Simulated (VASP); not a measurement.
## Ru (hcp): computed properties

These are PBE GGA, VASP's PBE PAW potentials (set 64) (plane waves; VASP 6.6.1) values and carry that method's errors.

For Ru, the space group comes out as P6_3/mmc (194), the cell is a = 2.7192 Å, b = 2.7192 Å, c = 4.2856 Å, α = 90.00°, β = 90.00°, γ = 120.00° and the volume per atom comes out as 13.72 Å^3/atom. The band gap (over mesh and band path) comes out as none (metal, semimetal or under 0.01 eV) and the Hill bulk modulus comes out as 317 GPa. The Hill shear modulus is 187 GPa and the Poisson's ratio is 0.253. The density is 12.23 g/cm³ and the optical Γ-point spectrum is 168 (×2), 258 cm⁻¹. The C11 comes out as 545 GPa and the C12 comes out as 214 GPa. The C13 is 171 GPa, the C33 is 655 GPa and the C44 is 191 GPa. The C66 is 165 GPa.

```
Ru
1.0
    1.35960    -2.35489     0.00000
    1.35960     2.35489     0.00000
    0.00000     0.00000     4.28559
Ru
2
Direct
  0.33333   0.66667   0.25000
  0.66667   0.33333   0.75000
```

Measured: a 2.706 Å at 293 K (computed value off by +0.5 %), c 4.282 Å at 293 K (computed value off by +0.1 %), as given by Wikipedia, Ruthenium (infobox). The calculation is for a static lattice, while the measured a, c hold thermal and zero-point effects, which are part of the difference. Finite-difference elastic constants of metals are sensitive to mesh and smearing; shear constants can be off by tens of GPa.

The compound is Ru in the hcp structure. It was relaxed first. Symmetry was kept, so distortions that lower it aren't found.
